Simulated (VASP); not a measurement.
Write the native input for VASP 6.6.1 that does the following.

- Task: relaxation of cell and atoms
- Functional: PBE
- Potentials or basis: VASP PAW PBE potentials, release 64 (Zr_sv, Mo_sv, C)
- Cutoff: 600 eV
- k mesh: 4 × 4 × 4
- Occupations: gaussian, width 0.1 eV
- Spin: no spin polarisation
- Dipole correction: no
- Further INCAR settings: ALGO = Normal; EDIFF = 1e-07; IBRION = 2; EDIFFG = -0.04; NSW = 90; ISIF = 3

The structure of Zr3MoC lies in POSCAR:

```
Zr3MoC
1.0
    4.3772499300      0.0000000000      0.0000000000
    0.0000000000      4.3772499300      0.0000000000
    0.0000000000      0.0000000000      4.3772499300
Zr Mo C
3 1 1
Direct
    0.5000000000      0.0000000000      0.5000000000
    0.0000000000      0.5000000000      0.5000000000
    0.5000000000      0.5000000000      0.0000000000
    0.0000000000      0.0000000000      0.0000000000
    0.5000000000      0.5000000000      0.5000000000
```

The cell was built by a generator and needn't be a form met in nature.

The cell isn't the ideal one: species swapped into the Y3PbC type (Pm-3m, No. 221).

These files were run (other wordings do the same):

INCAR

```
PREC = Accurate
ENCUT = 600
EDIFF = 1E-7
ISMEAR = 0
SIGMA = 0.1
LREAL = F
LASPH = T
NELM = 100
ALGO = Normal
ISIF = 3
LWAVE = F
LCHARG = F
GGA = PE
IBRION = 2
NSW = 90
EDIFFG = -0.04
```

KPOINTS

```
regular mesh
0
Gamma
  4 4 4
```

Potentials or basis: VASP PAW PBE potentials, release 64 (Zr_sv, Mo_sv, C).

Command:

```bash
$ cat potpaw_PBE.64/Zr_sv/POTCAR potpaw_PBE.64/Mo_sv/POTCAR potpaw_PBE.64/C/POTCAR > POTCAR
$ mpirun -np 1 vasp_std > vasp.out
```

Results of the run:

```
Relaxed volume                         : 18.39 Å³/atom
Relaxed cell                           : a = 4.514 Å, b = 4.514 Å, c = 4.514 Å, α = 90.00°, β = 90.00°, γ = 90.00°
Space group after relaxing (to 0.05 Å) : Pm-3m (No. 221)
Energy gained by relaxing              : 76.0 meV/atom
Ionic steps                            : 4
Pressure after relaxing                : -0.1 GPa
Band gap on the k mesh                 : none (metal or under the smearing width)
```

Run time: 56 s on 1 thread of Intel(R) Xeon(R) 6975P-C (Granite Rapids) (shared host), peak memory 0.23 GiB.
